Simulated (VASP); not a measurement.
```
C
1.0
    0.00000     1.78047     1.78047
    1.78047     0.00000     1.78047
    1.78047     1.78047     0.00000
C
2
Direct
  0.00000   0.00000   0.00000
  0.25000   0.25000   0.25000
```

Level of theory: PBE GGA, VASP's PBE PAW potentials (set 64) (plane waves; VASP 6.6.1). Numerical set-up: 400 eV cut-off, 11×11×11 Γ-centred mesh, Fermi-Dirac smearing of 0.020 eV, potentials C.

**Question.** Predict the energy per atom (σ→0).

**Answer.** 
energy per atom (σ→0): -9.096 eV/atom

The absolute energy has meaning only against runs of the same code, potentials and settings.

The structure is a typed C crystal (Fd-3m). The cell was not relaxed at this level.
